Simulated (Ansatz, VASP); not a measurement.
BiMo in VASP and in Ansatz

The input INCAR:

```
SYSTEM = BiMo
ALGO = Normal
EDIFF = 1E-7
ENCUT = 520
GGA = PE
ISIF = 2
ISMEAR = -1
LASPH = .True.
LCHARG = .False.
LREAL = .False.
LWAVE = .False.
NBANDS = 22
NELM = 80
PREC = Accurate
SIGMA = 0.08
```

The input KPOINTS:

```
k-points
0
Gamma
  11 11 11
  0 0 0
```

The input POSCAR:

```
BiMo
1.0
    0.0000000000      3.1365627033      3.1365627033
    3.1365627033      0.0000000000      3.1365627033
    3.1365627033      3.1365627033      0.0000000000
Mo Bi
1 1
Direct
    0.0000000000      0.0000000000      0.0000000000
    0.2500000000      0.2500000000      0.2500000000
```

Input for Ansatz:

```yaml
crystal:
  lattice:
    - [0.0, 3.1365627033, 3.1365627033]
    - [3.1365627033, 0.0, 3.1365627033]
    - [3.1365627033, 3.1365627033, 0.0]
  atoms:
    - { symbol: Mo, position: [0.0, 0.0, 0.0] }
    - { symbol: Bi, position: [0.25, 0.25, 0.25] }
kpoints:
  mp_grid: { grid: [11, 11, 11] }
scf:
  occupations: { method: fermi_dirac, width: 0.08 }
hamiltonian:
  xc: pbe
  pseudopotentials: { kind: all_electron, lapw: { basis_error: 0.0005 } }
output:
  forces: true
  stress: true
  eigenvalues: true
```

Change from the starting cell: volume scaled by 0.98.

Alike in both runs: task single point; functional PBE; k mesh 11 × 11 × 11; occupations fermi-dirac, width 0.08 eV; no spin polarisation.

```csv
,VASP,Ansatz
version,VASP 6.6.1,Ansatz 0.2.0
potentials or method,"VASP PAW PBE potentials, release 64 (Mo_sv, Bi_d)","all-electron LAPW, scalar-relativistic"
plane-wave cutoff (eV),520,see its input
```

|  | VASP | Ansatz | Ansatz less VASP |
| --- | --- | --- | --- |
| pressure (GPa) | 1.4 | 1.4 | -0.03 |

Ansatz ran all-electron here, so the differences hold the error of VASP's frozen core and of both bases.

Caveats: spin-orbit coupling is left out, which moves the levels of the heavy elements.
